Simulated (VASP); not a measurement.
Consider the following.

```xyz
1
Lattice="0.0000 1.9262 1.9262 1.9262 0.0000 1.9262 1.9262 1.9262 0.0000" Properties=species:S:1:pos:R:3 pbc="T T T"
Ir     0.0000     0.0000     0.0000
```

The numbers are results of r2SCAN meta-GGA with spin-orbit coupling, VASP's PBE PAW potentials (set 64) (plane waves; VASP), not measurements. Run with 400 eV cut-off, 15×15×15 Γ-centred mesh, Gaussian smearing of 0.050 eV, potentials Ir.

Q: Give the stress tensor in GPa (positive for a compressed cell).

A: 
```
1.11  0.00  0.00
0.00  1.11  0.00
0.00  0.00  1.11
```
The pressure is its mean diagonal, 1.11 GPa.

The compound is Ir in the fcc structure. It was relaxed first.
